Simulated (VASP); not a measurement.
An input for Ansatz (written as the equivalent of a VASP run, and not itself run):

Ansatz 0.2 input:
```yaml
crystal:
  lattice:
    - [0.0000000, 3.0000000, 3.0000000]
    - [3.0000000, 0.0000000, 3.0000000]
    - [3.0000000, 3.0000000, 0.0000000]
  atoms:
    - { symbol: Li, position: [0.2500000, 0.2500000, 0.2500000] }
    - { symbol: Li, position: [0.7500000, 0.7500000, 0.7500000] }
    - { symbol: Se, position: [0.0000000, 0.0000000, 0.0000000] }
kpoints:
  mp_grid: { grid: [7, 7, 7] }
hamiltonian:
  xc: pbe
  pseudopotentials: { kind: paw }
scf:
  occupations: { method: gaussian, width: 0.05 }
  max_iter: 100
output: { forces: true, stress: true, eigenvalues: true }
```

Write the VASP files for the same calculation (PBE).

Several could match; the one computed here: 
**INCAR**
```
SYSTEM = Li2Se
PREC = Accurate
ENCUT = 520
EDIFF = 1E-6
NELM = 100
ALGO = Normal
LREAL = .FALSE.
LASPH = .TRUE.
ISMEAR = 0
SIGMA = 0.05
GGA = PE
LMAXMIX = 4
LWAVE = .FALSE.
LCHARG = .FALSE.
ISIF = 2
AMIX = 0.2
BMIX = 1.0
IMIX = 4
```

### KPOINTS
```
Automatic mesh
0
Gamma
7 7 7
0 0 0
```

**POSCAR**
```
Li2Se
1
    0.0000000000     3.0000000000     3.0000000000
    3.0000000000     0.0000000000     3.0000000000
    3.0000000000     3.0000000000     0.0000000000
Li Se
2 1
Direct
  0.2500000000   0.2500000000   0.2500000000
  0.7500000000   0.7500000000   0.7500000000
  0.0000000000   0.0000000000   0.0000000000
```

POTCAR, in this order: Li_sv Se (PBE.64 set). Program: vasp_std.

Limits of the translation: each code has its own PAW files, so the cut-off isn't converted (ENCUT is set for VASP's; basis.ecutwfc is left out, and Ansatz then takes the one that its files recommend); Ansatz stops its SCF on the density residual and VASP on the energy change (EDIFF).

The compound is Li2Se in the antifluorite structure. The cell was not relaxed at this level. The run is one of a series of settings (AMIX = 0.2, BMIX = 1.0, IMIX = 4 against the base run), some of them coarse on purpose.
